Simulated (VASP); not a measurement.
These are r2SCAN meta-GGA, VASP's PBE PAW potentials (set 64) (plane waves; VASP 6.6.1) values and carry that method's errors.

The input files of a VASP run:

KPOINTS:
```
Automatic mesh
0
Gamma
6 6 6
0 0 0
```

INCAR:
```
# general
SYSTEM =Mg2TeS
PREC   =Accurate
ENCUT  =400   # plane-wave cut-off (eV)
LREAL  =.FALSE.
LASPH  =.TRUE.

# electronic loop
EDIFF  =1E-6   # SCF stop (eV)
NELM   =100   # most electronic steps
ALGO   =Normal
LMAXMIX=4   # l cut-off of mixed one-centre charges
LMIXTAU=.TRUE.

# smearing
ISMEAR =0   # Gaussian
SIGMA  =0.05

# functional
METAGGA=R2SCAN

# ions
IBRION =2   # conjugate gradients
NSW    =60
ISIF   =3   # ions, shape and volume
EDIFFG =-0.02

# output
LWAVE  =.FALSE.
LCHARG =.FALSE.
```

### POSCAR
```
Mg2TeS
1
    2.1339320888     1.2320262275     7.0057700865
   -2.1339320888     1.2320262275     7.0057700865
    0.0000000000    -2.4640524551     7.0057700865
Mg Te S
2 1 1
Direct
  0.9906328381   0.9906328381   0.9906328381
  0.5101774892   0.5101774892   0.5101774892
  0.1228768401   0.1228768401   0.1228768401
  0.6262858327   0.6262858327   0.6262858327
```

POTCAR, in this order: Mg Te S (PBE.64 set). Program: vasp_std.

What VASP printed:

**OUTCAR**
```
 ion  position               nearest neighbor table
   1  0.991  0.991  0.991-   4 2.55   4 2.55   4 2.55   3 2.78
   2  0.510  0.510  0.510-   4 2.44   3 2.71   3 2.71   3 2.71
   3  0.123  0.123  0.123-   2 2.71   2 2.71   2 2.71   1 2.78
   4  0.626  0.626  0.626-   2 2.44   1 2.55   1 2.55   1 2.55
  LATTYP: Found a trigonal (rhomboedric) cell.
 ALAT       =     7.4264641176
 COS(alpha) =     0.8348696087
 Subroutine PRICEL returns:
 Original cell was already a primitive cell.
 Subroutine GETGRP returns: Found  6 space group operations
The static configuration has the point symmetry C_3v.
The dynamic configuration has the point symmetry C_3v.
 Subroutine INISYM returns: Found  6 space group operations
 Subroutine IBZKPT returns following result:
 Found     32 irreducible k-points:

 Following reciprocal coordinates:
            Coordinates               Weight
  0.000000  0.000000  0.000000      1.000000
  0.166667  0.000000 -0.000000      6.000000
  0.333333 -0.000000 -0.000000      6.000000
  0.500000 -0.000000 -0.000000      3.000000
  0.166667  0.166667 -0.000000      6.000000
  0.333333  0.166667  0.000000     12.000000
  0.500000  0.166667  0.000000     12.000000
 -0.333333  0.166667  0.000000     12.000000
 -0.166667  0.166667  0.000000      6.000000
  0.333333  0.333333 -0.000000      6.000000
  0.500000  0.333333 -0.000000     12.000000
 -0.333333  0.333333  0.000000      6.000000
  0.500000  0.500000  0.000000      3.000000
  0.166667  0.166667  0.166667      2.000000
  0.333333  0.166667  0.166667      6.000000
  0.500000  0.166667  0.166667      6.000000
 -0.333333  0.166667  0.166667      6.000000
 -0.166667  0.166667  0.166667      6.000000
  0.333333  0.333333  0.166667      6.000000
  0.500000  0.333333  0.166667     12.000000
 -0.333333  0.333333  0.166667     12.000000
...
```

OSZICAR:
```
       N       E                     dE             d eps       ncg     rms          rms(c)
DAV:   1     0.236571300146E+02    0.23657E+02   -0.51420E+03   768   0.855E+02
DAV:   2    -0.446169438299E+02   -0.68274E+02   -0.63377E+02  1124   0.145E+02
DAV:   3    -0.497286680860E+02   -0.51117E+01   -0.50907E+01   980   0.464E+01
DAV:   4    -0.498078290544E+02   -0.79161E-01   -0.79140E-01   928   0.724E+00
DAV:   5    -0.498095186119E+02   -0.16896E-02   -0.16895E-02   996   0.106E+00    0.543E+00
DAV:   6    -0.479216609101E+02    0.18879E+01   -0.22032E+00   780   0.881E+00    0.533E+00
DAV:   7    -0.465373302354E+02    0.13843E+01   -0.26909E-01   804   0.436E+00    0.325E+00
DAV:   8    -0.473274395819E+02   -0.79011E+00   -0.10285E+00   872   0.612E+00    0.981E-01
DAV:   9    -0.467352757847E+02    0.59216E+00   -0.17831E-01   816   0.358E+00    0.573E-01
DAV:  10    -0.468418719327E+02   -0.10660E+00   -0.61510E-02   796   0.234E+00    0.198E-01
DAV:  11    -0.468074820880E+02    0.34390E-01   -0.69763E-02   776   0.252E+00    0.274E-01
DAV:  12    -0.468399920192E+02   -0.32510E-01   -0.21474E-02   776   0.140E+00    0.128E-01
DAV:  13    -0.468398613708E+02    0.13065E-03   -0.26596E-03   992   0.416E-01    0.124E-01
DAV:  14    -0.468398768641E+02   -0.15493E-04   -0.25909E-04   924   0.200E-01    0.354E-02
DAV:  15    -0.468398793919E+02   -0.25277E-05   -0.46897E-04  1008   0.163E-01    0.136E-02
DAV:  16    -0.468402609065E+02   -0.38151E-03   -0.47164E-04   792   0.257E-01    0.173E-02
DAV:  17    -0.468402374653E+02    0.23441E-04   -0.60054E-05   824   0.953E-02    0.148E-02
DAV:  18    -0.468402176337E+02    0.19832E-04   -0.17933E-06   808   0.126E-02    0.125E-02
DAV:  19    -0.468402949599E+02   -0.77326E-04   -0.27683E-05   800   0.612E-02    0.421E-03
DAV:  20    -0.468402967769E+02   -0.18170E-05   -0.13718E-06   708   0.101E-02    0.305E-03
DAV:  21    -0.468402976016E+02   -0.82466E-06   -0.28957E-07   456   0.488E-03
   1 F= -.46840298E+02 E0= -.46840298E+02  d E =-.468403E+02
       N       E                     dE             d eps       ncg     rms          rms(c)
DAV:   1    -0.468421239386E+02   -0.18272E-02   -0.29519E-02   900   0.104E+00    0.268E-01
DAV:   2    -0.468409678976E+02    0.11560E-02   -0.23676E-03   824   0.296E-01    0.124E-01
DAV:   3    -0.468407169866E+02    0.25091E-03   -0.92934E-04   856   0.174E-01    0.662E-02
DAV:   4    -0.468407417586E+02   -0.24772E-04   -0.34378E-05   896   0.595E-02    0.556E-02
DAV:   5    -0.468407089194E+02    0.32839E-04   -0.47686E-05   880   0.737E-02    0.134E-02
DAV:   6    -0.468407222429E+02   -0.13323E-04   -0.45733E-05   788   0.818E-02    0.109E-02
DAV:   7    -0.468407251504E+02   -0.29074E-05   -0.12844E-06   672   0.134E-02    0.109E-02
DAV:   8    -0.468407195778E+02    0.55725E-05   -0.12199E-06   544   0.130E-02    0.638E-03
DAV:   9    -0.468407252407E+02   -0.56628E-05   -0.70400E-06   792   0.291E-02    0.314E-03
DAV:  10    -0.468407253831E+02   -0.14237E-06   -0.18575E-07   444   0.419E-03
   2 F= -.46840725E+02 E0= -.46840725E+02  d E =-.427781E-03
       N       E                     dE             d eps       ncg     rms          rms(c)
DAV:   1    -0.468407632761E+02   -0.38035E-04   -0.60157E-04   908   0.148E-01    0.387E-02
DAV:   2    -0.468407386764E+02    0.24600E-04   -0.49783E-05   832   0.428E-02    0.174E-02
DAV:   3    -0.468407347571E+02    0.39193E-05   -0.18783E-05   848   0.249E-02    0.978E-03
DAV:   4    -0.468407358999E+02   -0.11428E-05   -0.61278E-07   572   0.835E-03    0.771E-03
DAV:   5    -0.468407368737E+02   -0.97380E-06   -0.11003E-06   608   0.114E-02
   3 F= -.46840737E+02 E0= -.46840737E+02  d E =-.439272E-03
```

### OUTCAR
```
------------------------ aborting loop because EDIFF is reached ----------------------------------------
  FORCE on cell =-STRESS in cart. coord.  units (eV):
  Direction    XX          YY          ZZ          XY          YZ          ZX
  --------------------------------------------------------------------------------------
  Total       -0.0182945     -0.0182945      0.0283424     -0.0000000     -0.0000000      0.0000000
  in kB       -0.2639166     -0.2639166      0.4088676     -0.0000000     -0.0000000      0.0000000
  external PRESSURE =      -0.0396552 kB  Pullay stress =       0.0000000 kB
  volume of cell :      111.06
      direct lattice vectors                 reciprocal lattice vectors
     2.136679612  1.233612511  7.022554815     0.234007943  0.135104553  0.047466106
    -2.136679612  1.233612511  7.022554815    -0.234007943  0.135104553  0.047466106
     0.000000000 -2.467225021  7.022554815     0.000000000 -0.270209106  0.047466106
 POSITION                                       TOTAL-FORCE (eV/Angst)
 -----------------------------------------------------------------------------------
      0.00000     -0.00000     20.87025         0.000000     -0.000000      0.009420
      0.00000     -0.00000     10.74898         0.000000     -0.000000      0.013703
      0.00000     -0.00000      2.58823         0.000000      0.000000     -0.005180
      0.00000     -0.00000     13.19421         0.000000      0.000000     -0.017943
 -----------------------------------------------------------------------------------
    total drift:                                0.000000     -0.000001      0.012121
  FREE ENERGIE OF THE ION-ELECTRON SYSTEM (eV)
  ---------------------------------------------------
  free  energy   TOTEN  =       -46.8407368737 eV

  energy  without entropy=      -46.8407368737  energy(sigma->0) =      -46.84073687

 reached required accuracy - stopping structural energy minimisation
```
(Selected blocks of OUTCAR.)

### CONTCAR
```
Mg2TeS
   1.00000000000000
     2.1366796120049303    1.2336125106136486    7.0225548154417750
    -2.1366796120049303    1.2336125106136486    7.0225548154417750
     0.0000000000000000   -2.4672250213276659    7.0225548154418176
  Mg              Te              S
     2     1     1
Direct
     0.9906296843075625    0.9906296843075625    0.9906296843075625
     0.5102123730136765    0.5102123730136765    0.5102123730136765
     0.1228533608837929    0.1228533608837929    0.1228533608837929
     0.6262775818949600    0.6262775818949600    0.6262775818949600
```

The structure comes from a computed database's Mg2TeS entry (R3m); how it stands against other phases isn't given here. This run relaxes it. Symmetry was kept, so distortions that lower it aren't found. The start is the result of an earlier pass.
